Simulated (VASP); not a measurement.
Here is a VASP 6.6.1 calculation.

INCAR

```
PREC     = Accurate       # precision mode
ENCUT    = 520            # plane-wave cutoff, eV
EDIFF    = 1E-6           # SCF threshold, eV
ISMEAR   = 0              # smearing method
SIGMA    = 0.1            # smearing width, eV
LREAL    = False          # projectors in reciprocal space
LASPH    = True           # aspherical terms in the spheres
NELM     = 120            # most SCF steps
ALGO     = Normal         # electronic algorithm
ISIF     = 3              # what is computed and relaxed
LWAVE    = False          # write WAVECAR
LCHARG   = False          # write CHGCAR
GGA      = PE             # functional
IBRION   = 2              # ionic algorithm
NSW      = 90             # ionic steps
EDIFFG   = -0.01          # ionic threshold
KPAR     = 4
```

File KPOINTS:

```
regular mesh
0
Gamma
  12 12 12
```

POSCAR

```
Ta2SiN2
1.0
   -1.7530000000      1.7530000000      5.4350000000
    1.7530000000     -1.7530000000      5.4350000000
    1.7530000000      1.7530000000     -5.4350000000
Ta Si N
2 1 2
Direct
    0.3524379000      0.3524379000      0.0000000000
    0.6475621000      0.6475621000      0.0000000000
    0.0000000000      0.0000000000      0.0000000000
    0.7500000000      0.2500000000      0.5000000000
    0.2500000000      0.7500000000      0.5000000000
```

Potentials or basis: VASP PAW PBE potentials, release 64 (Ta_pv, Si, N).

The run is started by

```console
$ cat potpaw_PBE.64/Ta_pv/POTCAR potpaw_PBE.64/Si/POTCAR potpaw_PBE.64/N/POTCAR > POTCAR
$ mpirun -np 4 vasp_std > vasp.out
```

**Question.** Predict the relaxed volume.

**Answer.** 13.37 Å³/atom.

**Question.** What does it give for the band gap on the k mesh?

**Answer.** None (metal or under the smearing width).

**Question.** What does it give for the relaxed cell?

**Answer.** a = 5.974 Å, b = 5.974 Å, c = 5.974 Å, α = 145.87°, β = 145.87°, γ = 49.04°.

**Question.** Predict the space group after relaxing (to 0.05 Å).

**Answer.** I4/mmm (No. 139).

Final structure:
```
Ta Si N
1.0
    -1.75325    1.75325    5.43554
     1.75325   -1.75325    5.43554
     1.75325    1.75325   -5.43554
Ta Si N
2 1 2
Direct
  0.35246 0.35246 0.00000
  0.64754 0.64754 0.00000
  0.00000 0.00000 0.00000
  0.75000 0.25000 0.50000
  0.25000 0.75000 0.50000
```

Spin-orbit coupling is left out, which matters for the levels of Ta.
